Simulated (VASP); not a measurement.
GW runs with VASP on CsBr (CsCl type), on PBE orbitals with a Kohn-Sham gap of 4.51 eV on the mesh.

```
CELL_PARAMETERS angstrom
      4.29000     0.00000     0.00000
      0.00000     4.29000     0.00000
      0.00000     0.00000     4.29000
ATOMIC_POSITIONS crystal
  Cs 0.00000 0.00000 0.00000
  Br 0.50000 0.50000 0.50000
```

Settings: PREC = Normal, 500 eV cut-off, 4×4×4 Γ-centred mesh, Gaussian smearing of 0.010 eV, potentials Cs_sv_GW Br_GW.

The mesh is coarse and the basis finite, so the quasiparticle values are not converged. Unless said otherwise, spin-orbit coupling is left out, though it shifts the bands of the heavy elements here.

| run | level | NBANDS | ENCUTGW (eV) | QP gap (eV) | smallest direct QP gap (eV) |
|---|---|---|---|---|---|
| run 1 | G0W0@PBE, 1 step(s) | 64 | 150 | 6.52 | 6.52 |
| run 2 | G0W0@PBE, 1 step(s) | 160 | 200 | 6.73 | 6.73 |
| run 3 | evGW0@PBE, 4 step(s) | 160 | 200 | ___ | ___ |

### Question
What belongs in the gaps?

### Answer

- run 3, QP gap (eV): 7.14
- run 3, smallest direct QP gap (eV): 7.14

Left out are failed runs and those that VASP or the mesh makes unfit.

The compound is CsBr in the CsCl type structure. The cell was not relaxed at this level.
